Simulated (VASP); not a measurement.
Here is the system:

```
CELL_PARAMETERS angstrom
      0.00000     2.67555     2.67555
      2.67555     0.00000     2.67555
      2.67555     2.67555     0.00000
ATOMIC_POSITIONS crystal
  Cu 0.00000 0.00000 0.00000
  Cl 0.25000 0.25000 0.25000
```

These are PBEsol GGA, VASP's PBE PAW potentials (set 64) (plane waves; VASP) values and carry that method's errors. Run with 520 eV cut-off, 9×9×9 Γ-centred mesh, Gaussian smearing of 0.050 eV, potentials Cu Cl.

### Question
The job: CuCl (zinc blende), 2 atoms, PBEsol, static run, 520 eV, 9×9×9 Γ-centred mesh. Roughly how much core time does it take on a busy server core?

### Answer
About 10 core-seconds (one run on a shared machine, a rough figure). It had 35 irreducible k-points, 13 bands, up to 1042 plane waves and 14 electronic steps.

The compound is CuCl in the zinc blende structure. This cell is one point of a volume scan, at 1.03 of the reference volume.
